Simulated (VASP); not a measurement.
KMgH$_{3}$ (space group Pm-3m): computed properties

Calculation: r2SCAN meta-GGA, VASP's PBE PAW potentials (set 64) (plane waves; VASP).

```
Item                                                                                                              Result
---------------------------------------------  -------------------------------------------------------------------------
space group                                                                                                  Pm-3m (221)
cell                                           a = 3.983 Å, b = 3.983 Å, c = 3.983 Å, α = 90.00°, β = 90.00°, γ = 90.00°
volume per atom                                                                                            12.63 Å³/atom
band gap (over mesh and band path)                                                                               3.19 eV
smallest direct gap (over mesh and band path)                                                                    5.31 eV
band-edge character                                                                                     indirect, X to R
density                                                                                                       1.75 g/cm³
mean ε∞ (independent particles)                                                                                     3.27
```

```
CELL_PARAMETERS angstrom
      3.98255     0.00000     0.00000
      0.00000     3.98255     0.00000
      0.00000     0.00000     3.98255
ATOMIC_POSITIONS crystal
  K  0.00000 0.00000 0.00000
  Mg 0.50000 0.50000 0.50000
  H  0.50000 0.00000 0.50000
  H  0.00000 0.50000 0.50000
  H  0.50000 0.50000 0.00000
```

The structure comes from a computed database's KMgH3 entry (Pm-3m); how it stands against other phases isn't given here. It was relaxed first. Symmetry was kept, so distortions that lower it aren't found.
